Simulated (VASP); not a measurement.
The system is PtSe2.

```
Pt Se
1.0
     3.72400    0.00000    0.00000
    -1.86200    3.22508    0.00000
     0.00000    0.00000    5.06200
Pt Se
1 2
Direct
  0.00000 0.00000 0.00000
  0.33333 0.66667 0.25000
  0.66667 0.33333 0.75000
```

| Quantity | Value |
| --- | --- |
| Program | VASP 6.6.1 |
| Task | relaxation of cell and atoms |
| Functional | PBE |
| Dispersion | D3(BJ) |
| Potentials or basis | VASP PAW PBE potentials, release 64 (Pt, Se) |
| Cutoff | 350 eV |
| k mesh | 9 × 9 × 6 |
| Occupations | gaussian, width 0.02 eV |
| Spin | no spin polarisation |

At the start: pressure 3.3 GPa; volume 20.27 Å³/atom.

Question: Where does the relaxation end?

Answer: Over 20 steps the energy falls by 16.9 meV/atom and the volume is 19.73 Å³/atom (-2.6 %); space group P-3m1 (No. 164, to 0.05 Å).

The path:
```
step  energy change (eV)  largest force (eV/Å)  pressure (GPa)  volume (Å³)
   1              0.0000                0.6169            3.27        60.80
   2              0.0279                0.3597           -5.71        64.51
   3             -0.0224                0.1965           -0.66        62.23
   4             -0.0287                0.1615           -0.57        61.81
   5             -0.0426                0.0508           -0.21        60.54
   6             -0.0390                0.2214            1.07        58.04
   7             -0.0470                0.0222            0.23        59.62
   8             -0.0472                0.0465            0.33        59.40
   9             -0.0487                0.1428           -1.08        59.53
  10             -0.0494                0.1064           -0.57        59.49
  11             -0.0497                0.0557            0.61        58.76
  12             -0.0507                0.0195            0.05        59.10
  13             -0.0507                0.0211            0.03        59.11
  14             -0.0508                0.0147           -0.02        59.16
  15             -0.0508                0.0089           -0.07        59.21
  16             -0.0508                0.0122            0.09        59.17
  17             -0.0508                0.0024            0.01        59.19
  18             -0.0508                0.0009            0.00        59.19
  19             -0.0508                0.0002            0.01        59.20
  20             -0.0508                0.0012            0.01        59.20
```

Final structure:
```yaml
crystal:
  lattice:
    - [3.76740, 0.00000, 0.00000]
    - [-1.88370, 3.26267, 0.00000]
    - [0.00000, 0.00000, 4.81636]
  atoms:
    - { symbol: Pt, position: [0.00000, 0.00000, 0.00000] }
    - { symbol: Se, position: [0.33333, 0.66667, 0.26631] }
    - { symbol: Se, position: [0.66667, 0.33333, 0.73369] }
```

Caveat: pairwise dispersion overbinds metals, which lowers pressure and volume.
